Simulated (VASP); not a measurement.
Wanted: the native input for a VASP 6.6.1 run.

| Item | Value |
| --- | --- |
| Task | single point |
| Functional | PBE |
| Potentials or basis | VASP PAW PBE potentials, release 64 (Ge_d, I) |
| Cutoff | 520 eV |
| k mesh | 8 × 8 × 8 |
| Occupations | gaussian, width 0.1 eV |
| Spin | no spin polarisation |
| Dipole correction | no |
| Further INCAR settings | ALGO = Fast; EDIFF = 1e-07; NBANDS = 62 |

The structure of Ge7I lies in POSCAR:

```
Ge7I
1.0
    0.0000000000      4.4242785330      4.4242785330
    4.4242785330      0.0000000000      4.4242785330
    4.4242785330      4.4242785330      0.0000000000
Ge I
7 1
Direct
    0.5000000000      0.0000000000      0.0000000000
    0.0000000000      0.5000000000      0.5000000000
    0.0000000000      0.5000000000      0.0000000000
    0.5000000000      0.0000000000      0.5000000000
    0.0000000000      0.0000000000      0.5000000000
    0.5000000000      0.5000000000      0.0000000000
    0.5000000000      0.5000000000      0.5000000000
    0.0000000000      0.0000000000      0.0000000000
```

The cell was built by a generator and needn't be a form met in nature.

The cell isn't the ideal one: random cell by space group and Wyckoff sites (Fm-3m, No. 225).

The input as run:

INCAR

```
SYSTEM = Ge7I
PREC = Accurate
ENCUT = 520
EDIFF = 1E-7
ISMEAR = 0
SIGMA = 0.1
LREAL = .FALSE.
LASPH = .TRUE.
NELM = 100
ALGO = Fast
ISIF = 2
LWAVE = .FALSE.
LCHARG = .FALSE.
GGA = PE
NBANDS = 62
```

KPOINTS

```
regular mesh
0
G
  8 8 8
  0 0 0
```

Potentials or basis: VASP PAW PBE potentials, release 64 (Ge_d, I).

Launch:

```console
$ cat potpaw_PBE.64/Ge_d/POTCAR potpaw_PBE.64/I/POTCAR > POTCAR
$ mpirun -np 1 vasp_std > vasp.out
```

Results of the run:

```
Pressure               : 0.0 GPa
Band gap on the k mesh : none (metal or under the smearing width)
```

Caveat: an odd number of electrons without spin polarisation forces a metal; a magnetic or distorted state may lie lower.

Run time: 6 min on 1 thread of Intel(R) Xeon(R) Platinum 8488C (Sapphire Rapids), on a shared host, peak memory 0.46 GiB.
